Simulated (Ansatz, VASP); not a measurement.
Two plane-wave programs on Al3Sb2P

```
Al Sb P
1.0
     3.34026    0.00000    0.00000
     0.00000    3.34026    0.00000
     0.00000    0.00000   10.67012
Al Sb P
3 2 1
Cartesian
  1.6701 1.6701 1.3480
  1.6701 1.6701 5.3351
  1.6701 1.6701 9.3221
  0.0000 0.0000 3.4148
  0.0000 0.0000 7.2553
  0.0000 0.0000 0.0000
```

Change from the starting cell: species swapped into the Al3Ni2Pt type (P4/mmm, No. 123).

Alike in both runs: functional PBE; k mesh 6 × 6 × 2; occupations gaussian, width 0.1 eV; no spin polarisation.

Ansatz relaxed the structure, and its values are those at the end. VASP's run is a single point on that final structure, the one shown.

```csv
,VASP,Ansatz
version,VASP 6.6.1,Ansatz 0.2.0
potentials or method,"VASP PAW PBE potentials, release 64 (Al, Sb, P)","scalar-relativistic, plane waves, PAW"
plane-wave cutoff (eV),520,420
valence electrons in the cell,24,44
```

|  | VASP | Ansatz | Ansatz less VASP |
| --- | --- | --- | --- |
| gap on the k mesh at the Fermi level (eV) | none | none | - |
| pressure (GPa) | 0.1 | 0.1 | +0.01 |

A gap of «none» marks a metal or a gap that the smearing closes. The functional is the same, so the differences come from potentials, cutoffs and numerics. The two sets of potentials don't hold the same shells in valence.

The runs have no spin-orbit coupling, so splittings on Sb are missing.
